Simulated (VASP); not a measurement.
Computed with PBEsol GGA, VASP's PBE PAW potentials (set 64) (plane waves; VASP).

VASP input:

### KPOINTS
```
Automatic
0
gamma
12 12 9
```

**INCAR**
```
LWAVE = .FALSE.
LORBIT = 10
LMAXMIX = 6   ! l cut-off of mixed one-centre charges
SYSTEM = FePt
ISMEAR = 1   ! Methfessel-Paxton
LCHARG = .FALSE.
ISIF = 3
NELM = 100
LASPH = .TRUE.
EDIFF = 1E-6
SIGMA = 0.1   ! width (eV)
NSW = 60
GGA = PS
LREAL = .FALSE.
ALGO = Normal
PREC = Accurate
IBRION = 2
EDIFFG = -0.01   ! ionic stop
MAGMOM = 2.9 0.3
ENCUT = 400
ISPIN = 2   ! spin-polarised
```

File POSCAR:
```
FePt
1
    2.6858778018     0.0000000000    -0.0000000000
    0.0000000000     2.6858778018    -0.0000000000
   -0.0000000000    -0.0000000000     3.7129745387
Fe Pt
1 1
Direct
  0.0000000000   0.0000000000   1.0000000000
  0.5000000000   0.5000000000   0.5000000000
```

POTCAR, in this order: Fe Pt (PBE.64 set). Program: vasp_std.

Output

### OSZICAR
```
       N       E                     dE             d eps       ncg     rms          rms(c)
DAV:   1     0.763032560889E+02    0.76303E+02   -0.74024E+03  8831   0.109E+03
DAV:   2    -0.153483877042E+02   -0.91652E+02   -0.82069E+02  8666   0.231E+02
DAV:   3    -0.179137888048E+02   -0.25654E+01   -0.24974E+01 10717   0.469E+01
DAV:   4    -0.179412010748E+02   -0.27412E-01   -0.27398E-01  9456   0.419E+00
DAV:   5    -0.179419402388E+02   -0.73916E-03   -0.73915E-03 11352   0.782E-01    0.181E+01
DAV:   6    -0.189072377013E+02   -0.96530E+00   -0.14072E+01  9085   0.841E+01    0.232E+01
DAV:   7    -0.164604045455E+02    0.24468E+01   -0.10799E+01 10760   0.831E+01    0.914E+00
DAV:   8    -0.163756830582E+02    0.84721E-01   -0.52712E-01 10221   0.111E+01    0.458E+00
DAV:   9    -0.163006725328E+02    0.75011E-01   -0.16564E-01 12066   0.826E+00    0.191E+00
DAV:  10    -0.162889466886E+02    0.11726E-01   -0.33944E-02 12862   0.355E+00    0.781E-01
DAV:  11    -0.162886295302E+02    0.31716E-03   -0.45946E-03 11456   0.113E+00    0.323E-01
DAV:  12    -0.162887146666E+02   -0.85136E-04   -0.49404E-04 11448   0.335E-01    0.971E-02
DAV:  13    -0.162887345578E+02   -0.19891E-04   -0.88624E-05 10561   0.113E-01    0.428E-02
DAV:  14    -0.162887246867E+02    0.98711E-05   -0.12377E-05 11610   0.741E-02    0.125E-02
DAV:  15    -0.162887244200E+02    0.26664E-06   -0.94457E-07  5297   0.207E-02
   1 F= -.16288724E+02 E0= -.16288651E+02  d E =-.162887E+02  mag=     3.1992
```

OUTCAR:
```
------------------------ aborting loop because EDIFF is reached ----------------------------------------
  FORCE on cell =-STRESS in cart. coord.  units (eV):
  Direction    XX          YY          ZZ          XY          YZ          ZX
  --------------------------------------------------------------------------------------
  Total       -0.0070373     -0.0070373     -0.0043336      0.0000000      0.0000000      0.0000000
  in kB       -0.4209414     -0.4209414     -0.2592160      0.0000000      0.0000000      0.0000000
  external PRESSURE =      -0.3670330 kB  Pullay stress =       0.0000000 kB
  volume of cell :       26.79
      direct lattice vectors                 reciprocal lattice vectors
     2.685877802  0.000000000  0.000000000     0.372317757  0.000000000  0.000000000
     0.000000000  2.685877802  0.000000000     0.000000000  0.372317757  0.000000000
     0.000000000  0.000000000  3.712974539     0.000000000  0.000000000  0.269325844
 POSITION                                       TOTAL-FORCE (eV/Angst)
 -----------------------------------------------------------------------------------
      0.00000      0.00000      0.00000         0.000000      0.000000      0.000000
      1.34294      1.34294      1.85649         0.000000      0.000000      0.000000
 -----------------------------------------------------------------------------------
    total drift:                                0.000000     -0.000000     -0.000000
  FREE ENERGIE OF THE ION-ELECTRON SYSTEM (eV)
  ---------------------------------------------------
  free  energy   TOTEN  =       -16.2887244200 eV

  energy  without entropy=      -16.2885040668  energy(sigma->0) =      -16.28865097

 total charge

# of ion       s       p       d       tot
------------------------------------------
    1        0.423   0.479   6.150   7.052
    2        0.724   0.705   8.063   9.492
--------------------------------------------------
tot          1.147   1.184  14.213  16.544

 magnetization (x)

# of ion       s       p       d       tot
------------------------------------------
    1        0.003  -0.007   2.855   2.851
    2       -0.025  -0.066   0.404   0.313
--------------------------------------------------
tot         -0.022  -0.073   3.259   3.164

 reached required accuracy - stopping structural energy minimisation
```
(Selected blocks of OUTCAR.)

The compound is FePt in the L1_0 structure. It was relaxed first. The start is the result of an earlier pass.
